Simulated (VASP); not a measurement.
Crystal: NaVP.

```
Na V P
1.0
     3.07126    0.00000    0.00000
     0.00000    3.07126    0.00000
     0.00000    0.00000    6.75686
Na V P
1 1 1
Direct
  0.50000 0.50000 0.00000
  0.50000 0.50000 0.50000
  0.00000 0.00000 0.50000
```

The cell was built by a generator and needn't be a form met in nature.

| Quantity | Value |
| --- | --- |
| Program | VASP 6.6.1 |
| Task | relaxation of cell and atoms |
| Functional | PBE |
| Potentials or basis | VASP PAW PBE potentials, release 64 (Na_pv, V_sv, P) |
| Cutoff | 600 eV |
| k mesh | 9 × 9 × 4 |
| Occupations | gaussian, width 0.05 eV |
| Spin | collinear spin, ferromagnetic start |
| Starting moments | [0.0, 2.0, 0.0] μB |

At the start: pressure 11.8 GPa; volume 21.24 Å³/atom.

Q: How do energy, volume and symmetry change on relaxing?

A: Over 22 steps the energy falls by 242.9 meV/atom and the volume is 22.56 Å³/atom (+6.2 %); space group P4/mmm (No. 123, to 0.05 Å); moment 2.05 μB per cell.

Step by step:
| step | energy change (eV) | largest force (eV/Å) | pressure (GPa) | volume (Å³) |
| --- | --- | --- | --- | --- |
| 1 | 0.0000 | 0.0000 | 11.82 | 63.73 |
| 2 | -0.2421 | 0.0000 | -7.38 | 78.79 |
| 3 | -0.5984 | 0.0000 | 1.72 | 71.68 |
| 4 | -0.6416 | 0.0000 | -0.50 | 74.01 |
| 5 | -0.6441 | 0.0000 | -1.14 | 74.65 |
| 6 | -0.6441 | 0.0000 | -1.31 | 74.87 |
| 7 | -0.6754 | 0.0000 | -1.10 | 73.20 |
| 8 | -0.7282 | 0.0000 | -0.28 | 68.19 |
| 9 | -0.7283 | 0.0000 | -0.21 | 67.85 |
| 10 | -0.7283 | 0.0000 | -0.23 | 67.99 |
| 11 | -0.7284 | 0.0000 | 0.10 | 67.55 |
| 12 | -0.7286 | 0.0000 | -0.02 | 67.74 |
| 13 | -0.7286 | 0.0000 | -0.04 | 67.73 |
| 14 | -0.7285 | 0.0000 | 0.10 | 67.64 |
| 15 | -0.7286 | 0.0000 | -0.04 | 67.73 |
| 16 | -0.7286 | 0.0000 | 0.04 | 67.68 |
| 17 | -0.7286 | 0.0000 | -0.02 | 67.72 |
| 18 | -0.7286 | 0.0000 | 0.05 | 67.66 |
| 19 | -0.7286 | 0.0000 | 0.03 | 67.67 |
| 20 | -0.7286 | 0.0000 | -0.03 | 67.69 |
| 21 | -0.7286 | 0.0000 | -0.03 | 67.68 |
| 22 | -0.7286 | 0.0000 | 0.00 | 67.68 |

Final structure:
```yaml
crystal:
  lattice:
    - [3.35124, 0.00000, 0.00000]
    - [0.00000, 3.35124, 0.00000]
    - [0.00000, 0.00000, 6.02649]
  atoms:
    - { symbol: Na, position: [0.50000, 0.50000, 0.00000] }
    - { symbol: V, position: [0.50000, 0.50000, 0.50000] }
    - { symbol: P, position: [0.00000, 0.00000, 0.50000] }
```
